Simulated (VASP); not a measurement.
Consider the following.

```yaml
crystal:
  lattice:
    - [-1.69028, 1.69028, 1.69028]
    - [1.69028, -1.69028, 1.69028]
    - [1.69028, 1.69028, -1.69028]
  atoms:
    - { symbol: Ta, position: [0.00000, 0.00000, 0.00000] }
```

Calculation: vdW-DF2, VASP's PBE PAW potentials (set 64) (plane waves; VASP). Settings: 520 eV cut-off, 17×17×17 Γ-centred mesh, tetrahedra with Blöchl corrections, potentials Ta_pv.

Unless said otherwise, spin-orbit coupling is left out, though it shifts the bands of the heavy elements here.

Problem. Tabulate the total density of states (states/eV per cell) against energy (eV; zero at the valence-band maximum or, without a gap, the Fermi level).

Solution. 
(E (eV), DOS (states/eV)): (-9.98, 0.00); (-9.86, 0.00); (-9.62, 0.00); (-9.50, 0.00); (-9.26, 0.00); (-9.14, 0.00); (-8.90, 0.00); (-8.78, 0.00); (-8.66, 0.00); (-8.42, 0.00); (-8.30, 0.00); (-8.06, 0.00); (-7.94, 0.00); (-7.82, 0.00); (-7.58, 0.00); (-7.46, 0.01); (-7.22, 0.04); (-7.10, 0.05); (-6.86, 0.06); (-6.74, 0.07); (-6.62, 0.07); (-6.38, 0.09); (-6.26, 0.09); (-6.02, 0.11); (-5.90, 0.11); (-5.78, 0.12); (-5.54, 0.14); (-5.42, 0.15); (-5.18, 0.17); (-5.06, 0.18); (-4.82, 0.21); (-4.70, 0.22); (-4.58, 0.24); (-4.34, 0.30); (-4.22, 0.35); (-3.98, 0.63); (-3.86, 0.67); (-3.74, 0.68); (-3.50, 0.66); (-3.38, 0.69); (-3.14, 0.82); (-3.02, 0.87); (-2.78, 1.06); (-2.66, 1.29); (-2.54, 1.21); (-2.30, 0.70); (-2.18, 0.53); (-1.94, 0.39); (-1.82, 0.36); (-1.70, 0.36); (-1.46, 1.02); (-1.34, 2.35); (-1.10, 1.86); (-0.98, 1.59); (-0.74, 1.53); (-0.62, 1.45); (-0.50, 1.52); (-0.26, 2.11); (-0.14, 2.07); (0.10, 1.35); (0.22, 1.13); (0.34, 1.03); (0.58, 0.71); (0.70, 0.42); (0.94, 0.31); (1.06, 0.30); (1.30, 0.26); (1.42, 0.28); (1.54, 0.32); (1.78, 0.51); (1.90, 0.66); (2.14, 0.78); (2.26, 0.81); (2.38, 0.84); (2.62, 0.91); (2.74, 0.96); (2.98, 1.15); (3.10, 1.24); (3.34, 1.31); (3.46, 1.32)
Within 2 eV below the Fermi level the largest weight inside VASP's projection spheres is Ta d.

The compound is Ta in the bcc structure. It was relaxed first, which changed the volume by +8 %.
